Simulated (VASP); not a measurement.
Al2GaP3:

```
CELL_PARAMETERS angstrom
3.91236 0.00000 0.00000
0.00000 3.91236 0.00000
0.00000 0.00000 7.68757
ATOMIC_POSITIONS crystal
Al 0.00000 0.00000 0.84911
Al 0.00000 0.00000 0.15089
Ga 0.00000 0.00000 0.50000
P 0.00000 0.50000 0.50000
P 0.50000 0.00000 0.50000
P 0.50000 0.50000 0.00000
```

The cell was built by a generator and needn't be a form met in nature.

| Property | Result |
| --- | --- |
| Program | VASP 6.6.1 |
| Task | relaxation of cell and atoms |
| Functional | PBE |
| Potentials or basis | VASP PAW PBE potentials, release 64 (Al, Ga_d, P) |
| Cutoff | 520 eV |
| k mesh | 4 × 4 × 2 |
| Occupations | gaussian, width 0.15 eV |
| Spin | no spin polarisation |

At the start: pressure 23.9 GPa; volume 19.61 Å³/atom.

Q: Where does the relaxation end?

A: Over 8 steps the energy falls by 523.2 meV/atom and the volume is 25.43 Å³/atom (+29.7 %); space group P4/mmm (No. 123, to 0.05 Å).

The path:
```csv
step,energy change (eV),largest force (eV/Å),pressure (GPa),volume (Å³)
1,0.0000,1.6548,23.91,117.67
2,-2.8183,0.3698,-4.34,173.60
3,-3.0725,0.6522,-0.35,156.06
4,-3.0741,0.6328,-0.59,157.04
5,-3.1155,0.2977,-0.26,155.31
6,-3.1337,0.0392,-0.05,153.67
7,-3.1345,0.1145,-0.13,153.31
8,-3.1389,0.0498,0.03,152.59
```

Final structure:
```yaml
crystal:
  lattice:
    - [4.47805, 0.00000, 0.00000]
    - [0.00000, 4.47805, 0.00000]
    - [0.00000, 0.00000, 7.60925]
  atoms:
    - { symbol: Al, position: [0.00000, 0.00000, 0.83378] }
    - { symbol: Al, position: [0.00000, 0.00000, 0.16622] }
    - { symbol: Ga, position: [0.00000, 0.00000, 0.50000] }
    - { symbol: P, position: [0.00000, 0.50000, 0.50000] }
    - { symbol: P, position: [0.50000, 0.00000, 0.50000] }
    - { symbol: P, position: [0.50000, 0.50000, 0.00000] }
```

Caveat: the k mesh is coarse (spacing up to 0.41 Å⁻¹), so the values aren't converged; the volume moved by over 15 % at a fixed basis, so the end points are rough.
